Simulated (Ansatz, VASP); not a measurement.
Ca7BeF16 (a cell with a defect) (Fluorite): VASP beside Ansatz

```
Be Ca F
1.0
     0.00000    5.46200    5.46200
     5.46200    0.00000    5.46200
     5.46200    5.46200    0.00000
Be Ca F
1 7 16
Direct
  0.00000 0.00000 0.00000
  0.00000 0.00000 0.50000
  0.00000 0.50000 0.00000
  0.00000 0.50000 0.50000
  0.50000 0.00000 0.00000
  0.50000 0.00000 0.50000
  0.50000 0.50000 0.00000
  0.50000 0.50000 0.50000
  0.11630 0.11630 0.11630
  0.11630 0.11630 0.65110
  0.11630 0.65110 0.11630
  0.11949 0.62684 0.62684
  0.65110 0.11630 0.11630
  0.62684 0.11949 0.62684
  0.62684 0.62684 0.11949
  0.62684 0.62684 0.62684
  0.37316 0.37316 0.37316
  0.37316 0.37316 0.88051
  0.37316 0.88051 0.37316
  0.34890 0.88370 0.88370
  0.88051 0.37316 0.37316
  0.88370 0.34890 0.88370
  0.88370 0.88370 0.34890
  0.88370 0.88370 0.88370
```

Alike in both runs: functional PBE; k mesh 3 × 3 × 3; occupations fermi-dirac, width 0.01 eV; no spin polarisation.

Ansatz relaxed the structure, and its values are those at the end. VASP's run is a single point on that final structure, the one shown.

|  | VASP | Ansatz |
| --- | --- | --- |
| version | VASP 6.6.1 | Ansatz 0.2.0 |
| potentials or method | VASP PAW PBE potentials, release 64 (Be, Ca_sv, F) | plane-wave PAW, scalar-relativistic |
| plane-wave cutoff (eV) | 520 | 420 |
| valence electrons in the cell | 184 | 184 |

|  | VASP | Ansatz | Ansatz less VASP |
| --- | --- | --- | --- |
| gap on the k mesh at the Fermi level (eV) | 5.97 | 5.99 | +0.020 |
| pressure (GPa) | -2.2 | -2.3 | -0.14 |
| rms of the force components (eV/Å) | 0.015 | 0.014 | -0.0016 |

With one functional, cell and mesh, what is left measures potentials, basis and numerics. Ansatz warned: «stress_scf_threshold_loose».

A hybrid or GW would open this gap; PBE tends to underestimate it.
